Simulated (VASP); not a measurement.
Calculation: r2SCAN meta-GGA, VASP's PBE PAW potentials (set 64) (plane waves; VASP 6.6.1).

The input files of a VASP run:

INCAR:
```
NELMIN = 4
LWAVE = .False.
ALGO = Normal   # blocked Davidson
PREC = Normal
NELM = 100
LVHAR = .True.
LREAL = .False.
LCHARG = .False.
DIPOL = 0.5 0.5 0.5
EDIFF = 1E-6   # SCF stop (eV)
LASPH = .True.   # aspherical one-centre terms
LORBIT = 11   # lm-projected
LMIXTAU = .True.
LMAXMIX = 4   # l cut-off of mixed one-centre charges
METAGGA = R2SCAN
SIGMA = 0.1
SYSTEM = Cu(210) slab
ISMEAR = 1
LDIPOL = .True.
ENCUT = 400
IDIPOL = 3
```

**KPOINTS**
```
Automatic mesh
0
Gamma
9 9 1
0 0 0
```

POSCAR:
```
Cu(210) slab
1
    4.3850073693     0.0000000000     0.0000000000
    2.9233385768     3.2683914555     0.0000000000
    0.0000000000     0.0000000000    24.4838428975
Cu
12
Direct
  0.3481638529   0.3481638529   0.3256438298
  0.6500803439   0.6500803439   0.3533552465
  0.9518886695   0.9518886695   0.3840132851
  0.2466783540   0.2466783540   0.4186182298
  0.5475997107   0.5475997107   0.4511708133
  0.8492699610   0.8492699610   0.4836877163
  0.1507300390   0.1507300390   0.5163122837
  0.4524002893   0.4524002893   0.5488291867
  0.7533216460   0.7533216460   0.5813817702
  0.0481113305   0.0481113305   0.6159867149
  0.3499196561   0.3499196561   0.6466447535
  0.6518361471   0.6518361471   0.6743561702
```

POTCAR, in this order: Cu (PBE.64 set). Program: vasp_std. Read from the step before: WAVECAR.

Q: Predict the energy per atom (σ→0), band gap (on the k-mesh).

A: 
* **energy per atom (σ→0)**: -10.545 eV/atom
* **band gap (on the k-mesh)**: none (metal, semimetal or under 0.01 eV)

### OSZICAR
```
...
DAV:   4    -0.126537842016E+03    0.18380E-04   -0.10891E-05  5238   0.354E-02    0.162E-03
DAV:   5    -0.126537838141E+03    0.38748E-05   -0.16265E-06  2526   0.245E-02    0.120E-03
DAV:   6    -0.126537835718E+03    0.24236E-05   -0.93287E-07  2438   0.125E-02    0.576E-04
DAV:   7    -0.126537834369E+03    0.13487E-05   -0.40476E-07  2444   0.756E-03    0.412E-04
DAV:   8    -0.126537837409E+03   -0.30402E-05   -0.18838E-07  2363   0.577E-03    0.431E-04
DAV:   9    -0.126537839508E+03   -0.20984E-05   -0.11289E-07  2326   0.433E-03    0.190E-04
DAV:  10    -0.126537840466E+03   -0.95848E-06   -0.32758E-07  2438   0.451E-03
   1 F= -.12653784E+03 E0= -.12653930E+03  d E =0.436985E-02
```

The cell is a thin slab with vacuum, built from Cu (fcc): (210) face.
